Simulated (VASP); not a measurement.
Energy against volume of BN (wurtzite). Calculation: optB86b-vdW, VASP's PBE PAW potentials (set 64) (plane waves; VASP). Run with 520 eV cut-off, 10×10×5 Γ-centred mesh, Gaussian smearing of 0.050 eV, potentials B N.

Shape and ions are relaxed at each volume.

```csv
V (Å³/atom),E (eV/atom)
5.773,-7.82440
5.952,-7.83132
6.130,-7.82560
6.309,-7.80888
```

### Question
Fit these four points and predict the energy of the run at 5.595 Å³/atom.

### Answer
A cubic in V^(−2/3), the third-order Birch-Murnaghan form, passes through the four points with V0 = 5.96 Å³/atom and B0 = 377 GPa, and gives -7.8029 eV/atom there. The run gave -7.8030 eV/atom, -0.1 meV/atom from the fit; all five points give B0 = 376 GPa.

The compound is BN in the wurtzite structure, a metastable high-pressure form. It was relaxed first.
